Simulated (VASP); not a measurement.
# Mg6CrC (Amm2) in VASP: single point with r2SCAN+rVV10+U

Aim: the single point of Mg6CrC with r2SCAN+rVV10+U.

Program: VASP 6.6.1. These are calculated values, not measurements. Logs are shortened: lines on timing, memory, paths and dates and some standing lists are left out, and cuts for length are marked.

## (1) The undisturbed crystal

The structure is orthorhombic, space group Amm2 (No. 38). The conventional cell has a = 3.111 Å, b = 9.704 Å, c = 10.344 Å, α = 90.00°, β = 90.00°, γ = 90.00°. Cr (site symmetry mm2) is surrounded by 2 C at 1.90 Å. Mg (site symmetry mm2) is surrounded by 2 Cr at 2.98 Å and 6 Mg at 3.11 to 3.13 Å. Mg (site symmetry m) is surrounded by 1 C at 2.70 Å and 2 Cr at 2.77 Å and 2 Mg at 3.04 Å. Mg (site symmetry mm2) has 10 Mg at 3.04 to 3.23 Å as nearest neighbours. Around Mg (site symmetry m) lie 2 C at 2.49 Å and 1 Cr at 2.74 Å. C (site symmetry mm2) is surrounded by 2 Cr at 1.90 Å.

The cell comes from a database or a generator and needn't be the stable form of this composition.

## (2) Single point, r2SCAN+rVV10+U, collinear spin, ferromagnetic start (volume scaled by 1.15)

Input file INCAR:

```
PREC = Accurate
ENCUT = 520
EDIFF = 1E-6
ISMEAR = 0
SIGMA = 0.1
LREAL = F
LASPH = T
NELM = 100
ALGO = Normal
ISIF = 2
LWAVE = F
LCHARG = F
ISPIN = 2
MAGMOM = 3 0 0 0 0 0 0 0
LORBIT = 11
NUPDOWN = 2
LMAXMIX = 4
LDAU = T
LDAUTYPE = 2
LDAUL = 2 -1 -1
LDAUU = 8 0 0
LDAUJ = 0 0 0
LDAUPRINT = 1
METAGGA = R2SCAN
LMIXTAU = T
LUSE_VDW = T
IVDW_NL = 2
BPARAM = 11.95
CPARAM = 0.0093
```

Input file KPOINTS:

```
regular mesh
0
Gamma
  9 4 4
```

Input file POSCAR:

```
Mg6CrC
1.0
    3.2595214487      0.0000000000      0.0000000000
    0.0000000000      5.0833745205      5.4187336603
    0.0000000000     -5.0833745205      5.4187336603
Cr Mg C
1 6 1
Direct
    0.0000000000      0.8389580000      0.8389580000
    0.5000000000      0.0842310000      0.0842310000
    0.5000000000      0.1098000000      0.6448920000
    0.5000000000      0.6448920000      0.1098000000
    0.0000000000      0.3469750000      0.3469750000
    0.0000000000      0.4608090000      0.7810070000
    0.0000000000      0.7810070000      0.4608090000
    0.5000000000      0.7333280000      0.7333280000
```

Potentials or basis: VASP PAW PBE potentials, release 64 (Cr_pv, Mg, C).

Command:

```
$ cat potpaw_PBE.64/Cr_pv/POTCAR potpaw_PBE.64/Mg/POTCAR potpaw_PBE.64/C/POTCAR > POTCAR
$ mpirun -np 1 vasp_std > vasp.out
```

OUTCAR:

```text
PREC = Accurate
   ENCUT = 520
   EDIFF = 1E-6
   ISMEAR = 0
   LREAL = F
   LASPH = T
   NELM = 100
   ISIF = 2
   ISPIN = 2
   LORBIT = 11
   NUPDOWN = 2
   METAGGA = R2SCAN
   IVDW_NL = 2
   BPARAM = 11.95

 ion  position               nearest neighbor table
   1  0.000  0.839  0.839-   8 1.99   8 1.99   6 2.87   7 2.87   3 2.90   3 2.90   4 2.90   4 2.90
                             2 3.12   2 3.12
   2  0.500  0.084  0.084-   1 3.12   1 3.12   4 3.26   3 3.26   5 3.28   5 3.28
   3  0.500  0.110  0.645-   8 2.83   1 2.90   1 2.90   5 3.19   5 3.19   2 3.26   6 3.29   6 3.29
                             7 3.30   7 3.30
   4  0.500  0.645  0.110-   8 2.83   1 2.90   1 2.90   5 3.19   5 3.19   2 3.26   7 3.29   7 3.29
                             6 3.30   6 3.30
   5  0.000  0.347  0.347-   3 3.19   4 3.19   3 3.19   4 3.19   2 3.28   2 3.28   7 3.39   6 3.39

   6  0.000  0.461  0.781-   8 2.61   8 2.61   1 2.87   7 3.26   3 3.29   3 3.29   4 3.30   4 3.30
                             5 3.39
   7  0.000  0.781  0.461-   8 2.61   8 2.61   1 2.87   6 3.26   4 3.29   4 3.29   3 3.30   3 3.30
                             5 3.39
   8  0.500  0.733  0.733-   1 1.99   1 1.99   7 2.61   6 2.61   6 2.61   7 2.61   4 2.83   3 2.83

  LATTYP: Found a base centered orthorhombic cell.
 ALAT       =    10.1667490410
 B/A-ratio  =     1.0659717553
 C/A-ratio  =     0.3206060694

  Lattice vectors:

 A1 = (   0.0000000000,   5.0833745205,  -5.4187336603)
 A2 = (   0.0000000000,   5.0833745205,   5.4187336603)
 A3 = (   3.2595214487,   0.0000000000,   0.0000000000)

Analysis of symmetry for initial positions (statically):
=====================================================================
 Subroutine PRICEL returns:
 Original cell was already a primitive cell.

 Routine SETGRP: Setting up the symmetry group for a
 base centered orthorhombic supercell.

 Subroutine GETGRP returns: Found  4 space group operations
 (whereof  4 operations were pure point group operations)
 out of a pool of  8 trial point group operations.

The static configuration has the point symmetry C_2v.

Analysis of symmetry for dynamics (positions and initial velocities):
=====================================================================
 Subroutine PRICEL returns:
 Original cell was already a primitive cell.

 Routine SETGRP: Setting up the symmetry group for a
 base centered orthorhombic supercell.

 Subroutine GETGRP returns: Found  4 space group operations
 (whereof  4 operations were pure point group operations)
 out of a pool of  8 trial point group operations.

The dynamic configuration has the point symmetry C_2v.

Analysis of structural, dynamic, and magnetic symmetry:
=====================================================================
 Subroutine PRICEL returns:
 Original cell was already a primitive cell.

 Routine SETGRP: Setting up the symmetry group for a
 base centered orthorhombic supercell.

 Subroutine GETGRP returns: Found  4 space group operations
 (whereof  4 operations were pure point group operations)
 out of a pool of  8 trial point group operations.

The overall configuration has the point symmetry C_2v.

 Subroutine INISYM returns: Found  4 space group operations
 (whereof  4 operations are pure point group operations),
 and found     1 'primitive' translations

----------------------------------------------------------------------------------------

                                     Primitive cell

  volume of cell :     179.5700

  direct lattice vectors                    reciprocal lattice vectors
     3.259521449  0.000000000  0.000000000     0.306793502  0.000000000  0.000000000
[... 120 lines left out ...]
  Fermi-wavevector in a.u.,A,eV,Ry     =   0.881149  1.665131 10.563895  0.776424
  Thomas-Fermi vector in A             =   2.001606
   LORBIT       =     11    0 simple, 1 ext, 2 COOP (PROOUT), +10 PAW based schemes
 LDA+U is selected, type is set to LDAUTYPE =  2
   angular momentum for each species LDAUL =     2   -1   -1
   U (eV)           for each species LDAUU =   8.0  0.0  0.0
   J (eV)           for each species LDAUJ =   0.0  0.0  0.0
   METAGGA = R2SCAN    functional components
   LHFCALC =     F    Hartree Fock is set to
   AEXX    =    0.0000 exact exchange contribution
   IVDW_NL    =     2    kernel type
   BPARAM     =11.9500
   IVDW    =     0    specifies the selected vdW correction
   LEPSILON=     F    determine dielectric tensor
   LRPA    =     F    only Hartree local field effects (RPA)
 spin polarized calculation
 Gauss-broadening in eV      SIGMA  =   0.10
  energy-cutoff  :      520.00
  volume of cell :      179.57
 maximum number of plane-waves:      4870
   NGX = 13   NGY = 27   NGZ = 27

atom =   1  type =  1  l = 2

 onsite density matrix

spin component  1

  0.8847  0.0000  0.0000  0.0000  0.0000
  0.0000  0.8750  0.0000  0.0000  0.0000
  0.0000  0.0000  0.8784  0.0000  0.0018
  0.0000  0.0000  0.0000  0.6370  0.0000
  0.0000  0.0000  0.0018  0.0000  0.7974

spin component  2

  0.0281  0.0000  0.0000  0.0000  0.0000
  0.0000  0.0177  0.0000  0.0000  0.0000
  0.0000  0.0000  0.0322  0.0000 -0.0116
  0.0000  0.0000  0.0000  0.1090  0.0000
  0.0000  0.0000 -0.0116  0.0000  0.0547

 occupancies and eigenvectors

  o =  0.0177  v =  0.0000  0.0000  0.0000  0.0000  0.0000  0.0000  1.0000  0.0000  0.0000  0.0000      0.0000  0.0000  0.0000  0.0000  0.0000  0.0000  0.0000  0.0000  0.0000  0.0000
  o =  0.0273  v =  0.0000  0.0000  0.0000  0.0000  0.0000  0.0000  0.0000 -0.9209  0.0000 -0.3897      0.0000  0.0000  0.0000  0.0000  0.0000  0.0000  0.0000  0.0000  0.0000  0.0000
  o =  0.0281  v =  0.0000  0.0000  0.0000  0.0000  0.0000  1.0000  0.0000  0.0000  0.0000  0.0000      0.0000  0.0000  0.0000  0.0000  0.0000  0.0000  0.0000  0.0000  0.0000  0.0000
  o =  0.0596  v =  0.0000  0.0000  0.0000  0.0000  0.0000  0.0000  0.0000 -0.3897  0.0000  0.9209      0.0000  0.0000  0.0000  0.0000  0.0000  0.0000  0.0000  0.0000  0.0000  0.0000
  o =  0.1090  v =  0.0000  0.0000  0.0000  0.0000  0.0000  0.0000  0.0000  0.0000  1.0000  0.0000      0.0000  0.0000  0.0000  0.0000  0.0000  0.0000  0.0000  0.0000  0.0000  0.0000
  o =  0.6370  v =  0.0000  0.0000  0.0000 -1.0000  0.0000  0.0000  0.0000  0.0000  0.0000  0.0000      0.0000  0.0000  0.0000  0.0000  0.0000  0.0000  0.0000  0.0000  0.0000  0.0000
  o =  0.7973  v =  0.0000  0.0000 -0.0221  0.0000  0.9998  0.0000  0.0000  0.0000  0.0000  0.0000      0.0000  0.0000  0.0000  0.0000  0.0000  0.0000  0.0000  0.0000  0.0000  0.0000
  o =  0.8750  v =  0.0000  1.0000  0.0000  0.0000  0.0000  0.0000  0.0000  0.0000  0.0000  0.0000      0.0000  0.0000  0.0000  0.0000  0.0000  0.0000  0.0000  0.0000  0.0000  0.0000
  o =  0.8784  v =  0.0000  0.0000 -0.9998  0.0000 -0.0221  0.0000  0.0000  0.0000  0.0000  0.0000      0.0000  0.0000  0.0000  0.0000  0.0000  0.0000  0.0000  0.0000  0.0000  0.0000
  o =  0.8847  v =  1.0000  0.0000  0.0000  0.0000  0.0000  0.0000  0.0000  0.0000  0.0000  0.0000      0.0000  0.0000  0.0000  0.0000  0.0000  0.0000  0.0000  0.0000  0.0000  0.0000

 number of electron      28.0000006 magnetization       2.0000047

 Free energy of the ion-electron system (eV)
  ---------------------------------------------------
  ext. energy  EPLUGINS =         0.00000000
  ---------------------------------------------------
  free energy    TOTEN  =       -41.41513367 eV

  energy without entropy =      -41.40270018  energy(sigma->0) =      -41.40891692

 E-fermi :   2.9527     XC(G=0):  -9.0974

 val. band max:        2.9388450590   @ k =   0.3333   0.5000   0.0000
 cond. band min:       2.3168277554   @ k =   0.4444   0.5000   0.5000
 fundamental gap:     -0.6220173036
 Fermi energy:         2.3004611102

 spin component 1

 k-point     1 :       0.0000    0.0000    0.0000
  band No.  band energies     occupation
      1     -42.8284      1.00000
      2     -42.8099      1.00000
      3     -42.8013      1.00000
      4      -8.3670      1.00000
      5      -3.3517      1.00000
      6      -2.9480      1.00000
[... 1145 lines left out ...]
     20       6.0662      0.00000
     21       6.8310      0.00000

 [... further k-points ...]

------------------------ aborting loop because EDIFF is reached ----------------------------------------

  FORCE on cell =-STRESS in cart. coord.  units (eV):
  Direction    XX          YY          ZZ          XY          YZ          ZX
  --------------------------------------------------------------------------------------
  -------------------------------------------------------------------------------------
  Total       -1.0571153     -5.7416663     -2.8655790      0.0000000      0.0000000      0.0000000
  in kB       -9.4319002    -51.2288703    -25.5675564      0.0000000      0.0000000      0.0000000
  external PRESSURE =     -28.7427756 kB  Pullay stress =       0.0000000 kB

 VOLUME and BASIS-vectors are now :
 -----------------------------------------------------------------------------
  energy-cutoff  :      520.00
  volume of cell :      179.57
      direct lattice vectors                 reciprocal lattice vectors
     3.259521449  0.000000000  0.000000000     0.306793502  0.000000000  0.000000000
     0.000000000  5.083374520  5.418733660     0.000000000  0.098359859  0.092272481
     0.000000000 -5.083374520  5.418733660     0.000000000 -0.098359859  0.092272481

 POSITION                                       TOTAL-FORCE (eV/Angst)
 -----------------------------------------------------------------------------------
      0.00000      0.00000      9.09218         0.000000     -0.000000      1.313215
      1.62976      0.00000      0.91285         0.000000     -0.000000      0.342079
      1.62976     -2.72007      4.08947         0.000000      0.247526     -0.036088
      1.62976      2.72007      4.08947         0.000000     -0.247526     -0.036088
      0.00000      0.00000      3.76033         0.000000     -0.000000     -0.124838
      0.00000     -1.62769      6.72907         0.000000      0.349649      0.170096
      0.00000      1.62769      6.72907         0.000000     -0.349649      0.170096
      1.62976      0.00000      7.94742         0.000000     -0.000000     -1.798472
 -----------------------------------------------------------------------------------
    total drift:                                0.000000      0.000000     -0.006136

  FREE ENERGIE OF THE ION-ELECTRON SYSTEM (eV)
  ---------------------------------------------------
  free  energy   TOTEN  =       -41.4151336686 eV

  energy  without entropy=      -41.4027001783  energy(sigma->0) =      -41.40891692

 total charge

# of ion       s       p       d       tot
------------------------------------------
    1        0.409   6.272   4.285  10.967
    2        0.194   0.103   0.008   0.305
    3        0.187   0.124   0.012   0.322
    4        0.187   0.124   0.012   0.322
    5        0.192   0.114   0.008   0.314
    6        0.169   0.107   0.014   0.290
    7        0.169   0.107   0.014   0.290
    8        0.905   1.368   0.000   2.273
--------------------------------------------------
tot          2.412   8.318   4.353  15.083

 magnetization (x)

# of ion       s       p       d       tot
------------------------------------------
    1        0.052   0.030   3.815   3.897
    2       -0.032  -0.023  -0.002  -0.057
    3       -0.022  -0.017  -0.002  -0.041
    4       -0.022  -0.017  -0.002  -0.041
    5       -0.015  -0.023  -0.002  -0.040
    6       -0.007  -0.009  -0.003  -0.019
    7       -0.007  -0.009  -0.003  -0.019
    8       -0.067  -0.395   0.000  -0.462
--------------------------------------------------
tot         -0.120  -0.462   3.801   3.219
```

Run time: 15 min. Hardware: 1 thread of Intel Xeon 6975P-C (Granite Rapids), shared host; peak memory 0.8 GiB.

Results:

```yaml
Free_energy: -41.4151 eV
Pressure: -2.9 GPa
Largest_force: 1.798 eV/Å
Net_moment: 2.00 μB per cell
Site_moments: Cr +3.90; Mg -0.06, -0.04, -0.02; C -0.46 μB
Valence_electrons_inside_the_program's_atomic_spheres: Cr 10.97; Mg 0.30, 0.32, 0.31, 0.29; C 2.27
```

Forces on the atoms (eV/Å):
```
Cr   0.000  0.000  1.313
Mg   0.000  0.000  0.342
Mg   0.000  0.248 -0.036
Mg   0.000 -0.248 -0.036
Mg   0.000  0.000 -0.125
Mg   0.000  0.350  0.170
Mg   0.000 -0.350  0.170
C    0.000  0.000 -1.798
```

Eigenvalues of the final occupation matrices:
```tsv
site	spin	trace	eigenvalues
site 1 d	1	4.07	0.64 0.80 0.88 0.88 0.88
site 1 d	2	0.24	0.02 0.03 0.03 0.06 0.11
```

Caveat: the PAW data sets were made with another functional, which shifts forces and pressure a little; the total moment is fixed, so each spin has its own Fermi level; the U is typed as a test and isn't derived for this compound.
